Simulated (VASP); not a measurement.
# TiPd (P4/mmm) in VASP: single point with LDA

Aim: the single point of TiPd with LDA.

Everything below comes from runs of VASP 6.6.1. Logs are shortened: lines on timing, memory, paths and dates and some standing lists are left out, and cuts for length are marked.

### Step 1. The structure

It takes space group P4/mmm (No. 123, tetragonal). The conventional cell has a = 2.815 Å, b = 2.815 Å, c = 3.866 Å, α = 90.00°, β = 90.00°, γ = 90.00°. Ti (site symmetry 4/mmm) is surrounded by 8 Pd at 2.77 Å and 4 Ti at 2.81 Å. Around Pd (site symmetry 4/mmm) lie 8 Ti at 2.77 Å and 4 Pd at 2.81 Å.

The cell comes from a database or a generator and needn't be the stable form of this composition.

### Step 2. Single point, LDA

INCAR

```
ALGO = Normal
EDIFF = 1E-7
ENCUT = 520
ISIF = 2
ISMEAR = 0
LASPH = T
LCHARG = F
LREAL = F
LWAVE = F
NBANDS = 18
NELM = 100
PREC = Accurate
SIGMA = 0.1
```

KPOINTS

```
k-points
0
Gamma
  6 6 6
```

POSCAR

```
TiPd
1.0
    2.8147090400      0.0000000000      0.0000000000
    0.0000000000      2.8147090400      0.0000000000
    0.0000000000      0.0000000000      3.8657642400
Ti Pd
1 1
Direct
    0.0000000000      0.0000000000      0.0000000000
    0.5000000000      0.5000000000      0.5000000000
```

Potentials or basis: VASP PAW LDA potentials, release 64 (Ti_sv, Pd).

Launch:

```console
$ cat potpaw_LDA.64/Ti_sv/POTCAR potpaw_LDA.64/Pd/POTCAR > POTCAR
$ mpirun -np 1 vasp_std > vasp.out
```

OUTCAR:

```text
EDIFF = 1E-7
   ENCUT = 520
   ISIF = 2
   ISMEAR = 0
   LASPH = T
   LREAL = F
   NELM = 100
   PREC = Accurate

 ion  position               nearest neighbor table
   1  0.000  0.000  0.000-   2 2.77   2 2.77   2 2.77   2 2.77   2 2.77   2 2.77   2 2.77   2 2.77

   2  0.500  0.500  0.500-   1 2.77   1 2.77   1 2.77   1 2.77   1 2.77   1 2.77   1 2.77   1 2.77

  LATTYP: Found a simple tetragonal cell.
 ALAT       =     2.8147090400
 C/A-ratio  =     1.3734152216

  Lattice vectors:

 A1 = (   2.8147090400,   0.0000000000,   0.0000000000)
 A2 = (   0.0000000000,   2.8147090400,   0.0000000000)
 A3 = (   0.0000000000,   0.0000000000,   3.8657642400)

Analysis of symmetry for initial positions (statically):
=====================================================================
 Subroutine PRICEL returns:
 Original cell was already a primitive cell.

 Routine SETGRP: Setting up the symmetry group for a
 simple tetragonal supercell.

 Subroutine GETGRP returns: Found 16 space group operations
 (whereof 16 operations were pure point group operations)
 out of a pool of 16 trial point group operations.

The static configuration has the point symmetry D_4h.

Analysis of symmetry for dynamics (positions and initial velocities):
=====================================================================
 Subroutine PRICEL returns:
 Original cell was already a primitive cell.

 Routine SETGRP: Setting up the symmetry group for a
 simple tetragonal supercell.

 Subroutine GETGRP returns: Found 16 space group operations
 (whereof 16 operations were pure point group operations)
 out of a pool of 16 trial point group operations.

The dynamic configuration has the point symmetry D_4h.

 Subroutine INISYM returns: Found 16 space group operations
 (whereof 16 operations are pure point group operations),
 and found     1 'primitive' translations

----------------------------------------------------------------------------------------

                                     Primitive cell

  volume of cell :      30.6269

  direct lattice vectors                    reciprocal lattice vectors
[... 69 lines left out ...]
   k-points           NKPTS =     40   k-points in BZ     NKDIM =     40   number of bands    NBANDS=     18
   number of dos      NEDOS =    301   number of ions     NIONS =      2
   total plane-waves  NPLWV =  17280
   dimension x,y,z NGX =    24 NGY =   24 NGZ =   30
   dimension x,y,z NGXF=    48 NGYF=   48 NGZF=   60
   ions per type =               1   1
   NGX,Y,Z   is equivalent  to a cutoff of  14.18, 14.18, 12.90 a.u.
   NGXF,Y,Z  is equivalent  to a cutoff of  28.35, 28.35, 25.80 a.u.
 SYSTEM =  unknown system
   PREC   = accura    normal or accurate (medium, high low for compatibility)
   ISTART =      0    job   : 0-new  1-cont  2-samecut
   ICHARG =      2    charge: 1-file 2-atom 10-const
   ISPIN  =      1    spin polarized calculation?
   LNONCOLLINEAR =      F non collinear calculations
   LSORBIT =      F    spin-orbit coupling
   LASPH  =      T    aspherical Exc in radial PAW
   ENCUT  =  520.0 eV  38.22 Ry    6.18 a.u.   5.23  5.23  7.19*2*pi/ulx,y,z
   NELM   =    100;   NELMIN=  2; NELMDL= -5     # of ELM steps
   EDIFF  = 0.1E-06   stopping-criterion for ELM
   LREAL  =      F    real-space projection
[... 7 lines left out ...]
   TEBEG  =    0.0;   TEEND  =   0.0 temperature during run
   PSTRESS=    0.0 pullay stress
   NELECT =      22.0000    total number of electrons
   NUPDOWN=      -1.0000    fix difference up-down
   EMIN   =  10.00;   EMAX   =-10.00  energy-range for DOS
   EFERMI =   0.00;   METHOD = LEGACY
   ISMEAR =     0;   SIGMA  =   0.10  broadening in eV -4-tet -1-fermi 0-gaus
   EFERMI_NEDOS =   21; number of points for ismear=-14 and -15
   IALGO  =     38    algorithm
   IMIX   =      4    mixing-type and parameters
     AMIX     =   0.40;   BMIX     =  1.00
     AMIX_MAG =   1.60;   BMIX_MAG =  1.00
  volume/ion in A,a.u.               =      15.31       103.34
  Fermi-wavevector in a.u.,A,eV,Ry     =   1.466161  2.770642 29.247457  2.149627
  Thomas-Fermi vector in A             =   2.581931
   LORBIT       =      0    0 simple, 1 ext, 2 COOP (PROOUT), +10 PAW based schemes
   GGA     = CA    functional components
   LHFCALC =     F    Hartree Fock is set to
   AEXX    =    0.0000 exact exchange contribution
   IVDW    =     0    specifies the selected vdW correction
   LEPSILON=     F    determine dielectric tensor
   LRPA    =     F    only Hartree local field effects (RPA)
 non-spin polarized calculation
 Gauss-broadening in eV      SIGMA  =   0.10
  energy-cutoff  :      520.00
  volume of cell :       30.63
 maximum number of plane-waves:       844
 NGX is ok and might be reduce to    24
   NGX = 11   NGY = 11   NGZ = 15

 number of electron      22.0000000 magnetization

 Free energy of the ion-electron system (eV)
  ---------------------------------------------------
  ext. energy  EPLUGINS =         0.00000000
  ---------------------------------------------------
  free energy    TOTEN  =       -16.12822105 eV

  energy without entropy =      -16.10594361  energy(sigma->0) =      -16.11708233

 E-fermi :   9.8671     XC(G=0): -12.8555

 val. band max:        9.8589121908   @ k =   0.5000   0.3333   0.1667
 cond. band min:       9.8778677446   @ k =   0.1667   0.1667   0.3333
 fundamental gap:      0.0189555538
 Fermi energy:         9.8671107383

 k-point     1 :       0.0000    0.0000    0.0000
  band No.  band energies     occupation
      1     -46.4919      2.00000
      2     -23.1689      2.00000
      3     -22.8320      2.00000
      4     -22.8320      2.00000
      5       2.5398      2.00000
      6       4.4729      2.00000
[... 481 lines left out ...]
      5       4.6846      2.00000
      6       4.7944      2.00000
[... 10 lines left out ...]
     17      17.6212      0.00000
     18      18.6934      0.00000

 [... further k-points ...]
[... 5 lines left out ...]
  --------------------------------------------------------------------------------------
  -------------------------------------------------------------------------------------
  Total       -1.7282855     -1.7282855     -1.6143669      0.0000000      0.0000000      0.0000000
  in kB      -90.4115052    -90.4115052    -84.4520983      0.0000000      0.0000000      0.0000000
  external PRESSURE =     -88.4250363 kB  Pullay stress =       0.0000000 kB

 VOLUME and BASIS-vectors are now :
 -----------------------------------------------------------------------------
  energy-cutoff  :      520.00
  volume of cell :       30.63
      direct lattice vectors                 reciprocal lattice vectors
     2.814709040  0.000000000  0.000000000     0.355276508  0.000000000  0.000000000
     0.000000000  2.814709040  0.000000000     0.000000000  0.355276508  0.000000000
     0.000000000  0.000000000  3.865764240     0.000000000  0.000000000  0.258681062

 POSITION                                       TOTAL-FORCE (eV/Angst)
 -----------------------------------------------------------------------------------
      0.00000      0.00000      0.00000         0.000000      0.000000      0.000000
      1.40735      1.40735      1.93288         0.000000      0.000000      0.000000
 -----------------------------------------------------------------------------------
    total drift:                                0.000000      0.000000     -0.000000

  FREE ENERGIE OF THE ION-ELECTRON SYSTEM (eV)
  ---------------------------------------------------
  free  energy   TOTEN  =       -16.1282210481 eV

  energy  without entropy=      -16.1059436147  energy(sigma->0) =      -16.11708233
```

OSZICAR:

```text
N       E                     dE             d eps       ncg     rms          rms(c)
DAV:   1     0.185132574193E+03    0.18513E+03   -0.11333E+04  1440   0.140E+03
DAV:   2    -0.799640899182E+01   -0.19313E+03   -0.18741E+03  1490   0.367E+02
DAV:   3    -0.176665349951E+02   -0.96701E+01   -0.95349E+01  1848   0.818E+01
DAV:   4    -0.179709019657E+02   -0.30437E+00   -0.30252E+00  1734   0.125E+01
DAV:   5    -0.179804797533E+02   -0.95778E-02   -0.95754E-02  1716   0.202E+00    0.110E+01
DAV:   6    -0.165056087663E+02    0.14749E+01   -0.84951E+00  1548   0.267E+01    0.574E+00
DAV:   7    -0.163670616057E+02    0.13855E+00   -0.43776E+00  1588   0.170E+01    0.408E+00
DAV:   8    -0.161312552853E+02    0.23581E+00   -0.79144E-01  1668   0.745E+00    0.114E+00
DAV:   9    -0.161284056921E+02    0.28496E-02   -0.34049E-02  1602   0.187E+00    0.501E-01
DAV:  10    -0.161281259347E+02    0.27976E-03   -0.69042E-03  1700   0.733E-01    0.112E-01
DAV:  11    -0.161282655166E+02   -0.13958E-03   -0.55900E-04  1898   0.206E-01    0.535E-02
DAV:  12    -0.161282244709E+02    0.41046E-04   -0.15599E-04  1564   0.102E-01    0.188E-02
DAV:  13    -0.161282212638E+02    0.32071E-05   -0.10230E-05  1586   0.342E-02    0.589E-03
DAV:  14    -0.161282211075E+02    0.15631E-06   -0.53912E-07  1644   0.609E-03    0.380E-03
DAV:  15    -0.161282210481E+02    0.59410E-07   -0.23508E-07  1426   0.388E-03
   1 F= -.16128221E+02 E0= -.16117082E+02  d E =-.222774E-01
```

It took 7.4 s on 1 thread of Intel Xeon 6975P-C (Granite Rapids), shared host; peak memory 0.14 GiB.

What came out:

```yaml
Free_energy: -16.1282 eV
Pressure: -8.8 GPa
Band_gap_on_the_k_mesh: none (metal or under the smearing width)
```

Stress tensor (GPa, compression positive):
```
-9.04  0.00  0.00
 0.00 -9.04  0.00
 0.00  0.00 -8.45
```

Caveat: the k mesh is coarse (spacing up to 0.37 Å⁻¹), so the values aren't converged.
